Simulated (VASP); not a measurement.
Method: PBE GGA, VASP's PBE PAW potentials (set 64) (plane waves; VASP).

VASP input:

INCAR:
```
ALGO = Normal
EDIFF = 1E-6
ENCUT = 180
GGA = PE
ISIF = 2
ISMEAR = -1
LASPH = .TRUE.
LCHARG = .FALSE.
LMAXMIX = 6
LREAL = .FALSE.
LWAVE = .FALSE.
NELM = 100
PREC = Accurate
SIGMA = 0.1
SYSTEM = Re
```

File KPOINTS:
```
Automatic mesh
0
Gamma
11 11 6
0.5 0.5 0.5
```

### POSCAR
```
Re
9.0088960
  0.3090746080   0.0000000000   0.0000000000
 -0.1545372485   0.2676664266   0.0000000000
  0.0000000000   0.0000000000   0.5000000000
Re
2
Cart
 -0.0000001175   0.1784443736   0.1250000000
  0.1545374771   0.0892220530   0.3750000000
```

POTCAR, in this order: Re (PBE.64 set). Program: vasp_std.

The run wrote:

### OSZICAR
```
       N       E                     dE             d eps       ncg     rms          rms(c)
DAV:   1     0.289488379784E+01    0.28949E+01   -0.36778E+03  3656   0.587E+02
DAV:   2    -0.239433148775E+02   -0.26838E+02   -0.23643E+02  3485   0.178E+02
DAV:   3    -0.254594422006E+02   -0.15161E+01   -0.13871E+01  4145   0.351E+01
DAV:   4    -0.254906920766E+02   -0.31250E-01   -0.29754E-01  3954   0.373E+00
DAV:   5    -0.254914084669E+02   -0.71639E-03   -0.71003E-03  3832   0.513E-01    0.215E+01
DAV:   6    -0.244354767181E+02    0.10559E+01   -0.10269E+00  3879   0.103E+01    0.985E+00
DAV:   7    -0.240753322317E+02    0.36014E+00   -0.84351E-01  3971   0.902E+00    0.650E-01
DAV:   8    -0.240687308417E+02    0.66014E-02   -0.63832E-03  3447   0.561E-01    0.231E-01
DAV:   9    -0.240680255237E+02    0.70532E-03   -0.11253E-03  3577   0.313E-01    0.375E-02
DAV:  10    -0.240680493123E+02   -0.23789E-04   -0.43617E-05  3628   0.486E-02    0.180E-02
DAV:  11    -0.240680522251E+02   -0.29128E-05   -0.20535E-06  2677   0.139E-02    0.328E-03
DAV:  12    -0.240680522345E+02   -0.94565E-08   -0.28592E-07  1986   0.908E-03
   1 F= -.24068052E+02 E0= -.24043042E+02  d E =-.500209E-01
```

File OUTCAR:
```
------------------------ aborting loop because EDIFF is reached ----------------------------------------
  FORCE on cell =-STRESS in cart. coord.  units (eV):
  Direction    XX          YY          ZZ          XY          YZ          ZX
  --------------------------------------------------------------------------------------
  Total      -14.4990330    -14.4990291    -14.9249842     -0.0000030      0.0000000     -0.0000000
  in kB     -768.0821421   -768.0819377   -790.6467863     -0.0001593      0.0000000     -0.0000000
  external PRESSURE =    -775.6036221 kB  Pullay stress =       0.0000000 kB
  volume of cell :       30.24
      direct lattice vectors                 reciprocal lattice vectors
     2.784421000  0.000000000  0.000000000     0.359141093  0.207350160  0.000000000
    -1.392210000  2.411379000  0.000000000     0.000000000  0.414700468  0.000000000
     0.000000000  0.000000000  4.504448000     0.000000000  0.000000000  0.222002785
 POSITION                                       TOTAL-FORCE (eV/Angst)
 -----------------------------------------------------------------------------------
     -0.00000      1.60759      1.12611         0.000000     -0.000000      0.000000
      1.39221      0.80379      3.37834        -0.000000      0.000000      0.000000
 -----------------------------------------------------------------------------------
    total drift:                               -0.000007      0.000004      0.000000
  FREE ENERGIE OF THE ION-ELECTRON SYSTEM (eV)
  ---------------------------------------------------
  free  energy   TOTEN  =       -24.0680522345 eV

  energy  without entropy=      -24.0180313121  energy(sigma->0) =      -24.04304177
```
(Selected blocks of OUTCAR.)

At this cut-off the stress carries a Pulay error, which pulls relaxed volumes low.

The structure comes from a computed database's Re entry; how it stands against other phases isn't given here. The cell was not relaxed at this level. The run is one of a series of settings (ENCUT = 180 against the base run), some of them coarse on purpose.
